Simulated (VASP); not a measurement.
Given:

```
CdSe
1.0
    0.00000     3.13429     3.13429
    3.13429     0.00000     3.13429
    3.13429     3.13429     0.00000
Cd Se
1 1
Direct
  0.00000   0.00000   0.00000
  0.25000   0.25000   0.25000
```

Method: revPBE GGA, VASP's PBE PAW potentials (set 64) (plane waves; VASP). Numerical set-up: 520 eV cut-off, Gaussian smearing of 0.050 eV, potentials Cd Se.

Question: Give the energies of bands 7 to 11 at the high-symmetry points, in eV from the valence-band maximum.

Answer: 
| band | Γ | X | U | L | W |
|---|---|---|---|---|---|
| 7 | 0.00 | -3.65 | -3.58 | -3.85 | -3.55 |
| 8 | 0.00 | -1.55 | -2.12 | -0.62 | -1.89 |
| 9 | 0.00 | -1.55 | -1.27 | -0.62 | -1.82 |
| 10 | 0.55 | 3.44 | 3.78 | 2.37 | 4.68 |
| 11 | 5.98 | 3.71 | 5.05 | 6.47 | 5.34 |

The gap is direct, 0.55 eV, from the valence maximum at Γ to the conduction minimum at Γ.

The compound is CdSe in the zinc blende structure, whereas wurtzite is the usual form. It was relaxed first, which changed the volume by +11 %.
